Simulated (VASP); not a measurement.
# Te2Mo: what each functional gives, and what it costs, part 2 of 6

Which functional reproduces the measured band gap of Te2Mo, and what does it cost? The start is a cell from a database of measured crystal structures.

VASP 6.6.1, plane waves and PAW; the level of theory is named at each step.

Still holding for the runs below: Spin-orbit coupling is off here; with elements this heavy it splits and shifts levels by tenths of an eV or more.

So far, least gap on mesh and path (eV): step 2 (bands, level LDA, k 5×5×1) 0.670.

### Step 3. Bands with PBE, k 5×5×1

This step: PBE; plane waves and PAW (Te, Mo_sv) (VASP 6.6.1).

PBE, the usual starting point, adds the gradient of the density.

Input file INCAR:

```
SYSTEM = Te2Mo
PREC = Accurate
ENCUT = 400
EDIFF = 1E-06
NELM = 100
ISMEAR = 0
SIGMA = 0.02
LREAL = .FALSE.
ALGO = Normal
GGA = PE
NBANDS = 42
LASPH = .TRUE.
LORBIT = 11
LWAVE = .FALSE.
LCHARG = .FALSE.
KPAR = 2
NCORE = 4
```

Input file POSCAR:

```
Te2Mo
1.0
    3.5182000000      0.0000000000      0.0000000000
   -1.7591000000      3.0468505756      0.0000000000
    0.0000000000      0.0000000000     13.9736000000
Te Mo
4 2
Direct
    0.3333333333      0.6666666667      0.6210000000
    0.6666666667      0.3333333333      0.1210000000
    0.3333333333      0.6666666667      0.8790000000
    0.6666666667      0.3333333333      0.3790000000
    0.3333333333      0.6666666667      0.2500000000
    0.6666666667      0.3333333333      0.7500000000
```

Input file KPOINTS:

```
Automatic mesh
0
Gamma
5 5 1
0 0 0
```

Input file KPOINTS_OPT:

```
Line mode
16
Line-mode
Reciprocal
  0.00000000   0.00000000   0.00000000 GAMMA
  0.50000000   0.00000000   0.00000000 M

  0.50000000   0.00000000   0.00000000 M
  0.33333333   0.33333333   0.00000000 K

  0.33333333   0.33333333   0.00000000 K
  0.00000000   0.00000000   0.00000000 GAMMA

  0.00000000   0.00000000   0.00000000 GAMMA
  0.00000000   0.00000000   0.50000000 A

  0.00000000   0.00000000   0.50000000 A
  0.50000000   0.00000000   0.50000000 L

  0.50000000   0.00000000   0.50000000 L
  0.33333333   0.33333333   0.50000000 H

  0.33333333   0.33333333   0.50000000 H
  0.00000000   0.00000000   0.50000000 A

  0.50000000   0.00000000   0.50000000 L
  0.50000000   0.00000000   0.00000000 M

  0.33333333   0.33333333   0.00000000 K
  0.33333333   0.33333333   0.50000000 H
```

PAW data sets: Te and Mo_sv (PBE family, release 64).

The run is started by

```bash
$ mpirun -np 8 vasp_std
```

Numbers of over 12 decimals in the logs are rounded to 6 here.

The log of the run:

```text
[banner, memory and clock lines left out]
running    8 mpi-ranks, on    1 nodes
 distrk:  each k-point on    4 cores,    2 groups
 distr:  one band on    4 cores,    1 groups

 POSCAR found type information on POSCAR TeMo
 POSCAR found :  2 types and       6 ions
 LDA part: xc-table for (Slater+PW92), standard interpolation
 POSCAR, INCAR and KPOINTS ok, starting setup
 FFT: planning ... GRIDC
 FFT: planning ... GRID_SOFT
 FFT: planning ... GRID
 WAVECAR not read
 entering main loop
       N       E                     dE             d eps       ncg     rms          rms(c)
DAV:   1     0.311047599559E+03    0.31105E+03   -0.23494E+04   492   0.902E+02
DAV:   2    -0.212025875795E+02   -0.33225E+03   -0.31878E+03   488   0.248E+02
DAV:   3    -0.369019564594E+02   -0.15699E+02   -0.15370E+02   496   0.475E+01
DAV:   4    -0.371845989303E+02   -0.28264E+00   -0.28236E+00   488   0.651E+00
DAV:   5    -0.371923248490E+02   -0.77259E-02   -0.77255E-02   494   0.106E+00    0.217E+01
DAV:   6    -0.364280781230E+02    0.76425E+00   -0.49604E+00   454   0.108E+01    0.898E+00
DAV:   7    -0.364014318439E+02    0.26646E-01   -0.39785E+00   432   0.891E+00    0.617E+00
DAV:   8    -0.359249286017E+02    0.47650E+00   -0.92536E-01   460   0.478E+00    0.206E+00
DAV:   9    -0.359334893956E+02   -0.85608E-02   -0.13619E-01   484   0.146E+00    0.113E+00
DAV:  10    -0.359262728216E+02    0.72166E-02   -0.25247E-02   470   0.808E-01    0.284E-01
DAV:  11    -0.359264591812E+02   -0.18636E-03   -0.12554E-03   538   0.140E-01    0.142E-01
DAV:  12    -0.359264610779E+02   -0.18967E-05   -0.15316E-04   486   0.531E-02    0.148E-01
DAV:  13    -0.359264195832E+02    0.41495E-04   -0.23425E-04   450   0.765E-02    0.133E-02
DAV:  14    -0.359264200127E+02   -0.42953E-06   -0.76848E-06   480   0.107E-02
   1 F= -.35926420E+02 E0= -.35926420E+02  d E =-.135525E-21
 Start KPOINTS_OPT (optional k-point list driver)
k-point batch [1-5\144]
       N       E                     dE             ncg
DAV:   1    -0.163689746792E+02   -0.42924E+03      484
DAV:   2    -0.187423280687E+04   -0.18579E+04      510
DAV:   3    -0.195224563494E+04   -0.78013E+02      488
DAV:   4    -0.195378645603E+04   -0.15408E+01      496
DAV:   5    -0.195384094963E+04   -0.54494E-01      526
DAV:   6    -0.195384132011E+04   -0.37049E-03      528
DAV:   7    -0.195384132943E+04   -0.93138E-05      544
DAV:   8    -0.195384132961E+04   -0.17806E-06      376
[...]
k-point batch [141-144\144]
       N       E                     dE             ncg
DAV:   1     0.145090834619E+04   -0.71589E+04      400
DAV:   2     0.164615120525E+03   -0.12863E+04      416
DAV:   3     0.107261871151E+03   -0.57353E+02      392
DAV:   4     0.106336451626E+03   -0.92542E+00      358
DAV:   5     0.106313572405E+03   -0.22879E-01      352
DAV:   6     0.106312670004E+03   -0.90240E-03      378
DAV:   7     0.106312628503E+03   -0.41500E-04      352
DAV:   8     0.106312626507E+03   -0.19961E-05      316
DAV:   9     0.106312626411E+03   -0.96491E-07      182
```

Wall time 29 s (8 MPI ranks of Intel Xeon 6975P-C (Granite Rapids), shared host); peak memory 1.2 GiB; 3.3 min of CPU time.

Parts of OUTCAR (step 3):

```text
 Found      5 irreducible k-points:

   NELECT =      52.0000    total number of electrons

 E-fermi :   8.2883

 k-point     1 :       0.0000    0.0000    0.0000
  band No.  band energies     occupation
    ...
     22       7.0989      2.00000
     23       7.1340      2.00000
     24       7.1340      2.00000
     25       7.8398      2.00000
     26       8.1577      2.00000
     27      11.0632      0.00000
     28      11.0632      0.00000
     29      11.1952      0.00000
     30      11.1952      0.00000
     31      11.2915      0.00000
    ...

 k-point     2 :       0.2000   -0.0000    0.0000
  band No.  band energies     occupation
    ...
     22       6.7750      2.00000
     23       6.7839      2.00000
     24       7.1464      2.00000
     25       7.5181      2.00000
     26       7.6772      2.00000
     27       9.6501      0.00000
     28      10.0822      0.00000
     29      10.1094      0.00000
     30      10.3299      0.00000
     31      10.6134      0.00000
    ...

  Total        2.4790450      2.4790450      3.3270452      0.0000000      0.0000000      0.0000000
  in kB       26.5164269     26.5164269     35.5868296      0.0000000      0.0000000      0.0000000
  external PRESSURE =      29.5398945 kB  Pullay stress =       0.0000000 kB

 POSITION                                       TOTAL-FORCE (eV/Angst)
 -----------------------------------------------------------------------------------
     -0.00000      2.03123      8.67761         0.000000      0.000000     -0.149460
      1.75910      1.01562      1.69081         0.000000     -0.000000     -0.149460
     -0.00000      2.03123     12.28279        -0.000000      0.000000      0.149460
      1.75910      1.01562      5.29599        -0.000000      0.000000      0.149460
     -0.00000      2.03123      3.49340         0.000000      0.000000     -0.000000
      1.75910      1.01562     10.48020        -0.000000     -0.000000     -0.000000
 -----------------------------------------------------------------------------------
    total drift:                               -0.000000      0.000000     -0.000000

  FREE ENERGIE OF THE ION-ELECTRON SYSTEM (eV)
  ---------------------------------------------------
  free  energy   TOTEN  =       -35.9264200127 eV

  energy  without entropy=      -35.9264200127  energy(sigma->0) =      -35.92642001

 total charge
# of ion       s       p       d       tot
------------------------------------------
    1        1.386   1.982   0.064   3.432
    2        1.386   1.982   0.064   3.432
    3        1.386   1.982   0.064   3.432
    4        1.386   1.982   0.064   3.432
    5        2.254   6.149   3.991  12.393
    6        2.254   6.149   3.991  12.393
--------------------------------------------------
tot         10.051  20.225   8.238  38.513

[... 9 parts as in an earlier step ...]

[... 4 further parts left out ...]
```

At this level the cell is under a pressure of 3.0 GPa, so at these settings it is away from equilibrium.

This step gave:

| Quantity | Value |
| --- | --- |
| SCF cycles | 14 |
| free energy (TOTEN) | -35.93 eV |
| Fermi energy | 8.288 eV |
| pressure | 2.954 GPa |
| least gap on mesh and path | 0.7049 eV |
| least direct gap on mesh and path | 1.039 eV |

The electronic bands at the labelled points (eV, zero at the valence-band top; v1 is the highest filled band, c1 the lowest empty one):

| point | v4 | v3 | v2 | v1 | c1 | c2 | c3 | c4 |
| --- | --- | --- | --- | --- | --- | --- | --- | --- |
| Γ | -1.02 | -1.02 | -0.32 | 0.00 | 2.91 | 2.91 | 3.04 | 3.04 |
| 0.53 of the way | -1.14 | -1.08 | -0.97 | -0.93 | 1.13 | 1.75 | 1.78 | 1.96 |
| M | -1.01 | -0.96 | -0.60 | -0.32 | 1.26 | 1.32 | 1.45 | 1.78 |
| 0.53 of the way | -1.93 | -1.63 | -0.51 | -0.26 | 1.16 | 1.29 | 1.71 | 1.80 |
| K | -1.83 | -1.83 | -0.32 | -0.08 | 0.96 | 0.96 | 1.16 | 2.17 |
| 0.53 of the way | -1.08 | -0.88 | -0.71 | -0.69 | 0.92 | 1.60 | 1.65 | 1.65 |
| Γ | -1.02 | -1.02 | -0.32 | 0.00 | 2.91 | 2.91 | 3.04 | 3.04 |
| 0.47 of the way | -1.03 | -1.03 | -0.22 | -0.02 | 2.91 | 2.91 | 3.00 | 3.00 |
| A | -1.04 | -1.04 | -0.08 | -0.08 | 2.94 | 2.94 | 2.94 | 2.94 |
| 0.47 of the way | -1.26 | -1.26 | -0.80 | -0.80 | 1.52 | 1.52 | 2.10 | 2.10 |
| L | -0.97 | -0.97 | -0.46 | -0.46 | 1.28 | 1.28 | 1.64 | 1.64 |
| 0.53 of the way | -1.89 | -1.89 | -0.38 | -0.38 | 1.24 | 1.24 | 1.82 | 1.82 |
| H | -1.99 | -1.99 | -0.22 | -0.22 | 0.97 | 0.97 | 1.62 | 1.62 |
| 0.53 of the way | -1.04 | -1.04 | -0.73 | -0.73 | 1.20 | 1.20 | 1.78 | 1.78 |
| A | -1.04 | -1.04 | -0.08 | -0.08 | 2.94 | 2.94 | 2.94 | 2.94 |
| jump to L | -0.97 | -0.97 | -0.46 | -0.46 | 1.28 | 1.28 | 1.64 | 1.64 |
| 0.47 of the way | -0.99 | -0.96 | -0.56 | -0.36 | 1.27 | 1.30 | 1.52 | 1.74 |
| M | -1.01 | -0.96 | -0.60 | -0.32 | 1.26 | 1.32 | 1.45 | 1.78 |
| jump to K | -1.83 | -1.83 | -0.32 | -0.08 | 0.96 | 0.96 | 1.16 | 2.17 |
| 0.53 of the way | -1.91 | -1.91 | -0.29 | -0.13 | 0.97 | 0.97 | 1.31 | 1.97 |
| H | -1.99 | -1.99 | -0.22 | -0.22 | 0.97 | 0.97 | 1.62 | 1.62 |

Of the projections kept (Te, Mo), the largest for each band there; the rest of the weight can lie on other orbitals:

| point | v4 | v3 | v2 | v1 | c1 | c2 | c3 | c4 |
| --- | --- | --- | --- | --- | --- | --- | --- | --- |
| Γ | Mo 0.78 | Mo 0.78 | Te 0.94 | Mo 0.78 | Te 0.72 | Te 0.72 | Te 0.75 | Te 0.75 |
| M | Mo 0.66 | Mo 0.79 | Te 0.81 | Te 0.75 | Mo 0.95 | Mo 0.93 | Mo 0.93 | Mo 0.93 |
| K | Te 0.56 | Te 0.56 | Mo 0.90 | Mo 0.87 | Mo 0.94 | Mo 0.94 | Mo 0.80 | Mo 0.76 |
| Γ | Mo 0.78 | Mo 0.78 | Te 0.94 | Mo 0.78 | Te 0.72 | Te 0.72 | Te 0.75 | Te 0.75 |
| A | Mo 0.78 | Mo 0.78 | Mo 0.65 | Mo 0.65 | Te 0.73 | Te 0.73 | Te 0.73 | Te 0.73 |
| L | Mo 0.73 | Mo 0.73 | Te 0.78 | Te 0.78 | Mo 0.94 | Mo 0.94 | Mo 0.93 | Mo 0.93 |

Force by atom:

| atom | x (eV/Å) | y (eV/Å) | z (eV/Å) | size |
| --- | --- | --- | --- | --- |
| Te1 | 0.000 | 0.000 | -0.149 | 0.149 |
| Te2 | 0.000 | 0.000 | -0.149 | 0.149 |
| Te3 | 0.000 | 0.000 | 0.149 | 0.149 |
| Te4 | 0.000 | 0.000 | 0.149 | 0.149 |
| Mo5 | 0.000 | 0.000 | 0.000 | 0.000 |
| Mo6 | 0.000 | 0.000 | 0.000 | 0.000 |

The gap is 0.70 eV, indirect, from Γ to a point between the labelled ones. Against LDA that is +0.03 eV; the cost is about the same.

### Step 4. Bands with r2SCAN, k 5×5×1

This step: r2SCAN; plane waves and PAW (Te, Mo_sv) (VASP 6.6.1).

r2SCAN adds the kinetic-energy density, costs more than a GGA and is run with LASPH.

INCAR: that of step 3 with these lines changed.

```diff
@@ -9,5 +9,5 @@
 ALGO = Normal
-GGA = PE
+METAGGA = R2SCAN
+LASPH = .TRUE.
 NBANDS = 42
-LASPH = .TRUE.
 LORBIT = 11
```

POSCAR is that of step 3.

KPOINTS is that of step 3.

KPOINTS_OPT is that of step 3.

The run is started by

```bash
$ mpirun -np 8 vasp_std
```

The log of the run:

```text
[banner, memory and clock lines left out]
running    8 mpi-ranks, on    1 nodes
[...]
[... a notice as in an earlier step ...]

 LDA part: xc-table for (None), standard interpolation
 POSCAR, INCAR and KPOINTS ok, starting setup
[...]
entering main loop
       N       E                     dE             d eps       ncg     rms          rms(c)
DAV:   1     0.190378854040E+03    0.19038E+03   -0.24185E+04   484   0.932E+02
DAV:   2    -0.155047460463E+03   -0.34543E+03   -0.33149E+03   488   0.257E+02
DAV:   3    -0.171104510686E+03   -0.16057E+02   -0.15716E+02   496   0.491E+01
DAV:   4    -0.171359490939E+03   -0.25498E+00   -0.25471E+00   480   0.640E+00
[...]
DAV:  14    -0.155528280659E+03   -0.72554E-06   -0.17012E-05   486   0.182E-02    0.218E-02
DAV:  15    -0.155528281823E+03   -0.11633E-05   -0.14097E-06   346   0.565E-03    0.855E-03
DAV:  16    -0.155528281889E+03   -0.66441E-07   -0.25467E-07   256   0.268E-03
   1 F= -.15552828E+03 E0= -.15552828E+03  d E =-.114958E-18
 Start KPOINTS_OPT (optional k-point list driver)
k-point batch [1-5\144]
       N       E                     dE             ncg
DAV:   1    -0.100959090129E+03   -0.51383E+03      484
DAV:   2    -0.204516884467E+04   -0.19442E+04      510
DAV:   3    -0.212538952740E+04   -0.80221E+02      488
DAV:   4    -0.212686885354E+04   -0.14793E+01      496
DAV:   5    -0.212691727958E+04   -0.48426E-01      526
DAV:   6    -0.212691759442E+04   -0.31484E-03      520
DAV:   7    -0.212691760253E+04   -0.81044E-05      536
DAV:   8    -0.212691760269E+04   -0.16680E-06      384
[...]
k-point batch [141-144\144]
       N       E                     dE             ncg
DAV:   1     0.137005470384E+04   -0.72398E+04      400
DAV:   2     0.247236891437E+02   -0.13453E+04      402
DAV:   3    -0.343935529955E+02   -0.59117E+02      392
DAV:   4    -0.352868444331E+02   -0.89329E+00      348
DAV:   5    -0.353071594789E+02   -0.20315E-01      368
DAV:   6    -0.353079361321E+02   -0.77665E-03      362
DAV:   7    -0.353079713706E+02   -0.35238E-04      366
DAV:   8    -0.353079730507E+02   -0.16801E-05      276
DAV:   9    -0.353079731343E+02   -0.83604E-07      182
```

Elapsed: 77 s, on 8 MPI ranks; peak memory 1.3 GiB.

OUTCAR, selected parts (step 4):

```text
  Total        2.3338043      2.3338043      1.9278657      0.0000000      0.0000000     -0.0000000
  in kB       24.9628997     24.9628997     20.6208888      0.0000000      0.0000000     -0.0000000
  external PRESSURE =      23.5155627 kB  Pullay stress =       0.0000000 kB

 POSITION                                       TOTAL-FORCE (eV/Angst)
 -----------------------------------------------------------------------------------
     -0.00000      2.03123      8.67761         0.000000     -0.000000      0.087200
      1.75910      1.01562      1.69081         0.000000      0.000000      0.087200
     -0.00000      2.03123     12.28279         0.000000      0.000000     -0.087200
      1.75910      1.01562      5.29599         0.000000      0.000000     -0.087200
     -0.00000      2.03123      3.49340        -0.000000      0.000000      0.000000
      1.75910      1.01562     10.48020         0.000000     -0.000000      0.000000
 -----------------------------------------------------------------------------------
    total drift:                               -0.000000      0.000000     -0.000000

  FREE ENERGIE OF THE ION-ELECTRON SYSTEM (eV)
  ---------------------------------------------------
  free  energy   TOTEN  =      -155.5282818891 eV

  energy  without entropy=     -155.5282818891  energy(sigma->0) =     -155.52828189

[... 2 parts as in an earlier step ...]

[... 1 further part left out ...]
[key lines of the parts left out:]
E-fermi :   8.1964
```

The PAW data sets were made with PBE, which is usual practice but a small mismatch for other functionals. At this level the cell is under a pressure of 2.4 GPa, so at these settings it is away from equilibrium.

The electronic bands at the labelled points (eV, zero at the valence-band top; v1 is the highest filled band, c1 the lowest empty one):

| point | v4 | v3 | v2 | v1 | c1 | c2 | c3 | c4 |
| --- | --- | --- | --- | --- | --- | --- | --- | --- |
| Γ | -1.12 | -1.08 | -0.42 | 0.00 | 3.02 | 3.02 | 3.15 | 3.15 |
| 0.53 of the way | -1.18 | -1.18 | -1.04 | -1.01 | 1.26 | 1.86 | 1.86 | 2.15 |
| M | -1.06 | -1.00 | -0.72 | -0.42 | 1.34 | 1.41 | 1.58 | 1.90 |
| 0.53 of the way | -2.08 | -1.79 | -0.52 | -0.29 | 1.26 | 1.39 | 1.84 | 1.92 |
| K | -1.99 | -1.99 | -0.31 | -0.08 | 1.05 | 1.05 | 1.28 | 2.29 |
| 0.53 of the way | -1.20 | -0.93 | -0.80 | -0.76 | 1.03 | 1.75 | 1.76 | 1.76 |
| Γ | -1.12 | -1.08 | -0.42 | 0.00 | 3.02 | 3.02 | 3.15 | 3.15 |
| 0.47 of the way | -1.12 | -1.12 | -0.28 | -0.02 | 3.03 | 3.03 | 3.11 | 3.11 |
| A | -1.14 | -1.14 | -0.10 | -0.10 | 3.06 | 3.06 | 3.06 | 3.06 |
| 0.47 of the way | -1.37 | -1.37 | -0.84 | -0.84 | 1.65 | 1.65 | 2.19 | 2.19 |
| L | -1.01 | -1.01 | -0.57 | -0.57 | 1.37 | 1.37 | 1.76 | 1.76 |
| 0.53 of the way | -2.04 | -2.04 | -0.40 | -0.40 | 1.34 | 1.34 | 1.95 | 1.95 |
| H | -2.15 | -2.15 | -0.21 | -0.21 | 1.06 | 1.06 | 1.74 | 1.74 |
| 0.53 of the way | -1.14 | -1.14 | -0.79 | -0.79 | 1.31 | 1.31 | 1.89 | 1.89 |
| A | -1.14 | -1.14 | -0.10 | -0.10 | 3.06 | 3.06 | 3.06 | 3.06 |
| jump to L | -1.01 | -1.01 | -0.57 | -0.57 | 1.37 | 1.37 | 1.76 | 1.76 |
| 0.47 of the way | -1.04 | -1.01 | -0.67 | -0.47 | 1.35 | 1.39 | 1.64 | 1.86 |
| M | -1.06 | -1.00 | -0.72 | -0.42 | 1.34 | 1.41 | 1.58 | 1.90 |
| jump to K | -1.99 | -1.99 | -0.31 | -0.08 | 1.05 | 1.05 | 1.28 | 2.29 |
| 0.53 of the way | -2.07 | -2.07 | -0.28 | -0.13 | 1.05 | 1.05 | 1.43 | 2.09 |
| H | -2.15 | -2.15 | -0.21 | -0.21 | 1.06 | 1.06 | 1.74 | 1.74 |

Of the projections kept (Te, Mo), the largest for each band there; the rest of the weight can lie on other orbitals:

| point | v4 | v3 | v2 | v1 | c1 | c2 | c3 | c4 |
| --- | --- | --- | --- | --- | --- | --- | --- | --- |
| Γ | Mo 0.77 | Mo 0.90 | Te 0.94 | Mo 0.78 | Te 0.71 | Te 0.71 | Te 0.74 | Te 0.74 |
| M | Mo 0.67 | Mo 0.79 | Te 0.81 | Te 0.76 | Mo 0.95 | Mo 0.93 | Mo 0.93 | Mo 0.92 |
| K | Te 0.57 | Te 0.57 | Mo 0.90 | Mo 0.87 | Mo 0.94 | Mo 0.94 | Mo 0.79 | Mo 0.76 |
| Γ | Mo 0.77 | Mo 0.90 | Te 0.94 | Mo 0.78 | Te 0.71 | Te 0.71 | Te 0.74 | Te 0.74 |
| A | Mo 0.77 | Mo 0.77 | Mo 0.66 | Mo 0.66 | Te 0.72 | Te 0.72 | Te 0.72 | Te 0.72 |
| L | Mo 0.74 | Mo 0.74 | Te 0.78 | Te 0.78 | Mo 0.94 | Mo 0.94 | Mo 0.93 | Mo 0.93 |

The gap is 0.81 eV, indirect, from Γ to a point between the labelled ones. Against LDA that is +0.14 eV; this run took 2.3 times the core time.

(Part 2 of 6 ends here.)

[Lines on the potential files, build, host, timing and source positions are cut from VASP's logs without a mark.]

[Logs are printed without paths, hosts, clocks, repeated set-up lines and the standing remarks that a program may print on its own settings, such as how far it seeks lower states.]

[Hosts, paths, dates, database ids (printed as entryN), source tags and the programs' standing remarks are cut or masked in the printed files.]

[A measured line is paired with the nearest computed mode of its activity, which favours agreement.]
